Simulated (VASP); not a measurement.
OSZICAR of a VASP run on Sr (fcc):

**OSZICAR**
```
       N       E                     dE             d eps       ncg     rms          rms(c)
DAV:   1     0.363458482743E+02    0.36346E+02   -0.48989E+03   522   0.952E+02
DAV:   2    -0.107477208922E+00   -0.36453E+02   -0.35978E+02   580   0.167E+02
DAV:   3    -0.159951041305E+01   -0.14920E+01   -0.14784E+01   729   0.281E+01
DAV:   4    -0.164077338505E+01   -0.41263E-01   -0.41248E-01   777   0.456E+00
DAV:   5    -0.164153601668E+01   -0.76263E-03   -0.76249E-03   774   0.410E-01    0.109E+01
DAV:   6    -0.164246646962E+01   -0.93045E-03   -0.64112E-03   669   0.111E+00    0.617E+00
DAV:   7    -0.164303467332E+01   -0.56820E-03   -0.11228E-02   607   0.146E+00    0.289E-01
DAV:   8    -0.164302066505E+01    0.14008E-04   -0.16932E-03   788   0.263E-01    0.124E-01
DAV:   9    -0.164303948785E+01   -0.18823E-04   -0.32240E-05   726   0.584E-02    0.349E-02
DAV:  10    -0.164305273695E+01   -0.13249E-04   -0.10653E-05   623   0.327E-02    0.432E-02
DAV:  11    -0.164305177367E+01    0.96328E-06   -0.89543E-07   612   0.983E-03    0.106E-02
DAV:  12    -0.164305115881E+01    0.61486E-06   -0.21025E-07   687   0.405E-03    0.558E-03
DAV:  13    -0.164305119173E+01   -0.32916E-07   -0.88969E-09   326   0.961E-04
   1 F= -.17919665E+01 E0= -.17913935E+01  d E =-.114605E-02
```

**Question.** Which electronic solver shows in the log?

**Answer.** It is blocked Davidson (ALGO = Normal, or the opening steps of other solvers). The INCAR had ALGO = Normal.

**Question.** Can the final energy be trusted as converged?

**Answer.** Self-consistency was reached. It stopped with EDIFF = 1E-7, NELM = 100 (PBE GGA with D3 dispersion (zero damping), plane waves, VASP's PBE PAW potentials (set 64)).

The compound is Sr in the fcc structure. This cell is one point of a volume scan, at 1.03 of the reference volume.
